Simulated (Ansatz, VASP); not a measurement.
# Cross-check of TiZn (Ti-Zn stack, (111) layers) between VASP and Ansatz, part 2 of 2

One calculation is typed for both programs; each brings its own data sets. How far apart do they land? Of the first pair: The structure shown is the start of the Ansatz relaxation below; VASP solves that cell, so the two are compared at the walk's first step.

VASP 6.6.1 and Ansatz 0.2.0.

So far. Step 3 (VASP: single point, LDA, start cell, pair 1): The run ends at a pressure of -1.71 GPa, with forces up to 0.16 eV/Å.

## (6) VASP: single point, LDA, relaxed cell, pair 2

Level of this step: LDA; plane waves and PAW (Ti_sv, Zn) (VASP).

The same cell, functional (in two slightly different forms), mesh and smearing now go to VASP, with its own data sets.

Input file INCAR:

```
SYSTEM = TiZn
PREC = Accurate
ENCUT = 400
EDIFF = 1E-06
NELM = 120
ISMEAR = 0
SIGMA = 0.1
LREAL = .FALSE.
ALGO = Normal
GGA = CA
NBANDS = 18
LASPH = .TRUE.
LORBIT = 11
LWAVE = .FALSE.
LCHARG = .FALSE.
ISIF = 2
LDIPOL = .TRUE.
IDIPOL = 3
DIPOL = 0.5 0.5 0.234
LVHAR = .TRUE.
GGA_COMPAT = .FALSE.
NELMDL = -8
KPAR = 2
```

Input file POSCAR:

```
TiZn
1.0
    2.5698218999      0.0000000000      0.0000000000
   -1.2849109500      2.2255310485      0.0000000000
    0.0000000000      0.0000000000     28.3331198725
Ti Zn
1 1
Direct
    0.0000000000      0.0000000000      0.1920797024
    0.3333333333      0.6666666667      0.2761553547
```

Input file KPOINTS:

```
Automatic mesh
0
Gamma
12 12 1
0 0 0
```

PAW data sets: Ti_sv and Zn (LDA family, release 64).

Started as:

```sh
$ mpirun -np 2 vasp_std
```

Numbers of over 12 decimals in the logs are rounded to 6 here.

The log of the run:

```text
[... set-up lines as in an earlier step ...]
 entering main loop
       N       E                     dE             d eps       ncg     rms          rms(c)
DAV:   1     0.152961192004E+03    0.15296E+03   -0.11095E+04   820   0.985E+02
DAV:   2     0.632039891115E+01   -0.14664E+03   -0.14503E+03   834   0.290E+02
DAV:   3    -0.896815209537E+01   -0.15289E+02   -0.15155E+02  1202   0.860E+01
DAV:   4    -0.994783294251E+01   -0.97968E+00   -0.97668E+00   816   0.180E+01
[...]
DAV:  25    -0.905906855123E+01   -0.42519E-05   -0.28188E-07   478   0.183E-03    0.367E-04
DAV:  26    -0.905906981434E+01   -0.12631E-05   -0.56599E-08   472   0.933E-04    0.124E-04
DAV:  27    -0.905907034764E+01   -0.53329E-06   -0.20727E-08   440   0.512E-04
   1 F= -.90590703E+01 E0= -.90541457E+01  d E =-.984930E-02
```

From OUTCAR (step 6):

```text
  Total       -0.0828140     -0.0828140     -0.1167522      0.0000000     -0.0000000     -0.0000000
  in kB       -0.8188100     -0.8188100     -1.1543685      0.0000000     -0.0000000     -0.0000000
  external PRESSURE =      -0.9306628 kB  Pullay stress =       0.0000000 kB

 POSITION                                       TOTAL-FORCE (eV/Angst)
 -----------------------------------------------------------------------------------
      0.00000      0.00000      5.44222         0.000000      0.000000     -0.016334
     -0.00000      1.48369      7.82434        -0.000000      0.000000      0.016334
 -----------------------------------------------------------------------------------
    total drift:                                0.000000      0.000000      0.000065

  FREE ENERGIE OF THE ION-ELECTRON SYSTEM (eV)
  ---------------------------------------------------
  free  energy   TOTEN  =        -9.0590703476 eV

  energy  without entropy=       -9.0492210470  energy(sigma->0) =       -9.05414570

[... 1 part as in an earlier step ...]

[... 2 further parts left out ...]
[key lines of the parts left out:]
E-fermi :  -3.0815
```

The run ends at a pressure of -0.09 GPa, with forces up to 0.016 eV/Å.

## (7) Differences

The largest component of a force difference here is 16 meV/Å. Where the cell holds vacuum, a pressure given here is an average over it and none of the material.

## (8) Ansatz: relaxation, LDA

This run makes the geometry at which the two programs are then compared.

The structure compared here is the end of the Ansatz relaxation.

Input file input.yaml:

```yaml
crystal:
  lattice:
    - [2.5698218999, 0.0, 0.0]
    - [-1.28491095, 2.2255310485, 0.0]
    - [0.0, 0.0, 28.3331198725]
  atoms:
    - { symbol: Ti, position: [0.0, 0.0, 0.1920797024] }
    - { symbol: Zn, position: [0.3333333333, 0.6666666667, 0.2761553547] }
  periodic: [true, true, false]
kpoints:
  mp_grid: { grid: [12, 12, 1] }
hamiltonian:
  xc: lda
  pseudopotentials: { kind: paw, azcp: { folder: soft_1 }, xc_functional: pbe }
scf:
  occupations: { method: methfessel_paxton, width: 0.2 }
output:
  forces: true
  stress: true
  eigenvalues: true
relax:
  adjacent_minimum: "off"
  f_tol: 0.001
  max_steps: 60
  cell: { stress_2d_tol: 0.002 }
```

Started as:

```sh
$ ansatz run input.yaml --threads 4 --pin off --max-ram 12288MiB --backend cpu --events-out ev --progress --plain --runs-dir out
```

The log of the run:

```text
[...]
Crystal: 2 atoms, lattice volume = 162.043 Å³
Basis set: ecut = 420 eV, 3233 PW (Γ)
Bands: 16, of which v1, the nominal top of the filled ones, is band 12 counted from 1 (11 counted from 0)
Symmetry: 6 space group operations
[...]
k-points: 19 of 144 (time reversal used)
[...]
k-point 18: bands = [... 8 lower, -12.0772, -5.6715, -5.3666, -4.8285, -4.8155, -3.7632, -1.5638, -1.1299]
--- Relaxed structure (4 steps of the walk, 4 accepted, 1 SCFs on fresh bases) ---
[...]
cell:  # Å, volume = 161.7277 Å³
    - [2.567318, 2.883936491893915e-11, 0]
    - [-1.283659, 2.223363, 0]
    - [0, 0, 28.3331198725]
  atoms:
    - { symbol: Ti, position: [0, -2.7755575615627943e-17, 0.191988] }
    - { symbol: Zn, position: [0.333333, 0.666667, 0.276247] }
[key lines of the parts left out:]
SCF converged after 10 iterations
Free energy (F): -5695.200858 eV
Fermi energy:    -5.211682 eV
P = ½ c Tr σ = -0.0004 N/m
```

## (9) VASP: single point, LDA, relaxed cell, pair 3

The same cell, functional (in two slightly different forms), mesh and smearing now go to VASP, with its own data sets.

Edit INCAR of step 6 so:

```diff
@@ -5,4 +5,4 @@
 NELM = 120
-ISMEAR = 0
-SIGMA = 0.1
+ISMEAR = 1
+SIGMA = 0.2
 LREAL = .FALSE.
```

Input file POSCAR:

```
TiZn
1.0
    2.5673180799      0.0000000000      0.0000000000
   -1.2836590400      2.2233626767      0.0000000000
    0.0000000000      0.0000000000     28.3331198725
Ti Zn
1 1
Direct
    0.0000000000      0.0000000000      0.1919875888
    0.3333333333      0.6666666667      0.2762474683
```

KPOINTS is that of step 6.

Started as:

```sh
$ mpirun -np 2 vasp_std
```

The log of the run:

```text
[... set-up lines as in an earlier step ...]
 entering main loop
       N       E                     dE             d eps       ncg     rms          rms(c)
DAV:   1     0.150880235700E+03    0.15088E+03   -0.11041E+04   828   0.985E+02
DAV:   2     0.582656948394E+01   -0.14505E+03   -0.14333E+03   860   0.288E+02
DAV:   3    -0.897875994077E+01   -0.14805E+02   -0.14681E+02  1176   0.859E+01
DAV:   4    -0.994196043767E+01   -0.96320E+00   -0.95399E+00   878   0.172E+01
[...]
DAV:  25    -0.905300880652E+01   -0.34217E-05   -0.22889E-07   490   0.155E-03    0.367E-04
DAV:  26    -0.905300991362E+01   -0.11071E-05   -0.54838E-08   470   0.950E-04    0.134E-04
DAV:  27    -0.905301038805E+01   -0.47443E-06   -0.21101E-08   438   0.646E-04
   1 F= -.90530104E+01 E0= -.90541705E+01  d E =0.348023E-02
```

From OUTCAR (step 9):

```text
  Total       -0.0805292     -0.0805292     -0.1178201      0.0000000      0.0000000      0.0000000
  in kB       -0.7977731     -0.7977731     -1.1672005      0.0000000      0.0000000      0.0000000
  external PRESSURE =      -0.9209156 kB  Pullay stress =       0.0000000 kB

 POSITION                                       TOTAL-FORCE (eV/Angst)
 -----------------------------------------------------------------------------------
      0.00000      0.00000      5.43961         0.000000      0.000000     -0.015316
     -0.00000      1.48224      7.82695        -0.000000     -0.000000      0.015316
 -----------------------------------------------------------------------------------
    total drift:                                0.000000      0.000000      0.000276

  FREE ENERGIE OF THE ION-ELECTRON SYSTEM (eV)
  ---------------------------------------------------
  free  energy   TOTEN  =        -9.0530103881 eV

  energy  without entropy=       -9.0564906168  energy(sigma->0) =       -9.05417046

[... 1 part as in an earlier step ...]

[... 2 further parts left out ...]
[key lines of the parts left out:]
E-fermi :  -3.0866
```

The run ends at a pressure of -0.09 GPa, with forces up to 0.015 eV/Å.

## (10) Comparison

The largest component of a force difference here is 16 meV/Å. Where the cell holds vacuum, a pressure given here is an average over it and none of the material.

## (11) Outcome

```
r.m.s. force difference (single point, LDA, start cell, pair 1)   : 10 meV/Å
r.m.s. force difference (single point, LDA, relaxed cell, pair 2) : 9.1 meV/Å
r.m.s. force difference (single point, LDA, relaxed cell, pair 3) : 9.0 meV/Å
```

In words: The r.m.s. force difference is 10 meV/Å (single point, LDA, start cell, pair 1), within the 12 meV/Å picked in this series as the mark of a large difference. Such differences can come from data sets, numerical settings and the points named under the comparisons, not from the functional's error against experiment.

[Lines on the potential files, build, host, timing and source positions are cut from VASP's logs without a mark.]

[Logs are printed without paths, hosts, clocks, repeated set-up lines and the standing remarks that a program may print on its own settings, such as how far it seeks lower states.]

[Hosts, paths, dates, database ids (printed as entryN), source tags and the programs' standing remarks are cut or masked in the printed files.]
